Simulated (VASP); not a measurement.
A VASP calculation is set up with these files.

KPOINTS:
```
Automatic mesh
0
Gamma
9 9 9
0 0 0
```

POSCAR:
```
BeS
1
    0.0000000000     2.4080086416     2.4080086416
    2.4080086416    -0.0000000000     2.4080086416
    2.4080086416     2.4080086416    -0.0000000000
Be S
1 1
Direct
  0.0000000000   0.0000000000   0.0000000000
  0.2500000000   0.2500000000   0.2500000000
```

### INCAR
```
NSW  =  60   # most ionic steps
ALGO  =  Normal
ISIF  =  3
LWAVE  =  F
EDIFFG  =  -0.01
SIGMA  =  0.05   # width (eV)
EDIFF  =  1E-6   # SCF stop (eV)
IBRION  =  2
IVDW  =  12
ISMEAR  =  0
LCHARG  =  F
SYSTEM  =  BeS
LASPH  =  T   # aspherical one-centre terms
NELM  =  100
PREC  =  Accurate
LREAL  =  F
ENCUT  =  520
GGA  =  PE   # PBE
```

POTCAR, in this order: Be S (PBE.64 set). Program: vasp_std.

**Question.** Write an equivalent input for Ansatz.

**Answer.** One equivalent input (not run):
Ansatz 0.2 input:
```yaml
crystal:
  lattice:
    - [0.0000000, 2.4080086, 2.4080086]
    - [2.4080086, 0.0000000, 2.4080086]
    - [2.4080086, 2.4080086, 0.0000000]
  atoms:
    - { symbol: Be, position: [0.0000000, 0.0000000, 0.0000000] }
    - { symbol: S, position: [0.2500000, 0.2500000, 0.2500000] }
kpoints:
  mp_grid: { grid: [9, 9, 9] }
hamiltonian:
  xc: pbe
  dispersion: d3bj
  pseudopotentials: { kind: paw }
scf:
  occupations: { method: gaussian, width: 0.05 }
  max_iter: 100
relax:
  max_steps: 60
  f_tol: 0.01
  cell: {}
output: { forces: true, stress: true, eigenvalues: true }
```
Limits of the translation: each code has its own PAW files, so the cut-off isn't converted (ENCUT is set for VASP's; basis.ecutwfc is left out, and Ansatz then takes the one that its files recommend); Ansatz stops its SCF on the density residual and VASP on the energy change (EDIFF).

The compound is BeS in the zinc blende structure. It was relaxed first. The start is the result of an earlier pass.
